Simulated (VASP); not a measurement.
Data:

```yaml
crystal:
  lattice:
    - [1.91709, -3.32049, 0.00000]
    - [1.91709, 3.32049, 0.00000]
    - [0.00000, 0.00000, 6.27845]
  atoms:
    - { symbol: Zn, position: [0.66667, 0.33333, 0.50017] }
    - { symbol: Zn, position: [0.33333, 0.66667, 0.00017] }
    - { symbol: S, position: [0.66667, 0.33333, 0.87483] }
    - { symbol: S, position: [0.33333, 0.66667, 0.37483] }
```

The numbers are results of TPSS meta-GGA, VASP's PBE PAW potentials (set 64) (plane waves; VASP 6.6.1), not measurements. Run with 520 eV cut-off, 8×8×4 Γ-centred mesh, tetrahedra with Blöchl corrections, potentials Zn S.

The cores are frozen, which limits the accuracy of field gradients.

Question: Give the principal components of the electric field gradient (V/Å²) and the asymmetry η at each nucleus.

Answer: 
```
atom   Vxx   Vyy  Vzz     η
----  ----  ----  ---  ----
Zn1   -0.2  -0.2  0.3     -
Zn2   -0.2  -0.2  0.3     -
S3    -1.3  -1.3  2.5  0.00
S4    -1.3  -1.3  2.5  0.00
```

The compound is ZnS in the wurtzite structure, the high-temperature form. It was relaxed first.
